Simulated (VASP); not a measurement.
## K in VASP: the effect of functional

Slab: K, a slab with vacuum.

```
CELL_PARAMETERS angstrom
4.53451 0.00000 0.00000
-1.51150 4.27518 0.00000
0.00000 0.00000 22.40482
ATOMIC_POSITIONS crystal
K 0.50000 0.50000 0.33475
K 0.00000 0.00000 0.50000
K 0.50000 0.50000 0.66525
```

Alike in all runs:

* Program: VASP 6.6.1
* Task: work function
* Cutoff: 520 eV
* k mesh: 6 × 6 × 1
* Occupations: fermi-dirac, width 0.05 eV
* Spin: no spin polarisation

Problem. One run gave: work function 2.08 eV. Which functional did it use?
A. AM05
B. PBEsol
C. BLYP
D. LDA
E. PW91

Solution. C.

```csv
functional,potentials or basis,work function (eV)
LDA,"VASP PAW LDA potentials, release 64 (K_sv)",2.54
PBEsol,"VASP PAW PBE potentials, release 64 (K_sv)",2.43
RPBE,"VASP PAW PBE potentials, release 64 (K_sv)",2.32
revPBE,"VASP PAW PBE potentials, release 64 (K_sv)",2.34
BLYP,"VASP PAW PBE potentials, release 64 (K_sv)",2.08
AM05,"VASP PAW PBE potentials, release 64 (K_sv)",2.34
PW91,"VASP PAW PBE potentials, release 64 (K_sv)",2.40
```

Runs at the PBE level aren't shown here.
